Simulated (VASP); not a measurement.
OSZICAR of a VASP run on CsPbCl₃ (cubic perovskite):

### OSZICAR
```
       N       E                     dE             d eps       ncg     rms          rms(c)
DAV:   1     0.418486890989E+03    0.41849E+03   -0.19368E+04   520   0.153E+03
DAV:   2     0.342866774915E+02   -0.38420E+03   -0.37670E+03   650   0.346E+02
DAV:   3    -0.163712978803E+02   -0.50658E+02   -0.49894E+02   620   0.132E+02
DAV:   4    -0.185524643666E+02   -0.21812E+01   -0.21773E+01   732   0.352E+01
DAV:   5    -0.185868732296E+02   -0.34409E-01   -0.34393E-01   630   0.387E+00    0.480E+00
DAV:   6    -0.175834900210E+02    0.10034E+01   -0.20922E+00   692   0.154E+01    0.323E+00
DAV:   7    -0.175297500544E+02    0.53740E-01   -0.73952E-01   752   0.482E+00    0.186E+00
DAV:   8    -0.175440888018E+02   -0.14339E-01   -0.90931E-02   694   0.247E+00    0.285E-01
DAV:   9    -0.175422426793E+02    0.18461E-02   -0.23804E-02   752   0.109E+00    0.148E-01
DAV:  10    -0.175428801600E+02   -0.63748E-03   -0.22700E-03   616   0.305E-01    0.516E-02
DAV:  11    -0.175429926136E+02   -0.11245E-03   -0.24015E-04   648   0.128E-01    0.122E-02
DAV:  12    -0.175429968342E+02   -0.42206E-05   -0.30296E-05   732   0.564E-02    0.844E-03
DAV:  13    -0.175429960374E+02    0.79675E-06   -0.32906E-06   722   0.937E-03    0.209E-03
DAV:  14    -0.175429960762E+02   -0.38822E-07   -0.83176E-07   652   0.781E-03
   1 F= -.18436255E+02 E0= -.18436255E+02  d E =-.586669E-11
```

**Question.** Which electronic solver shows in the log?

**Answer.** It is blocked Davidson (ALGO = Normal, or the opening steps of other solvers). The INCAR had ALGO = Normal.

**Question.** Can the final energy be trusted as converged?

**Answer.** Self-consistency was reached. It stopped with EDIFF = 1E-7, NELM = 100 (PBE GGA with D4 dispersion, plane waves, VASP's PBE PAW potentials (set 64)).

The compound is CsPbCl3 in the cubic perovskite structure, the ideal cubic form; the compound distorts at low or room temperature. This cell is one point of a volume scan, at 1.06 of the reference volume.
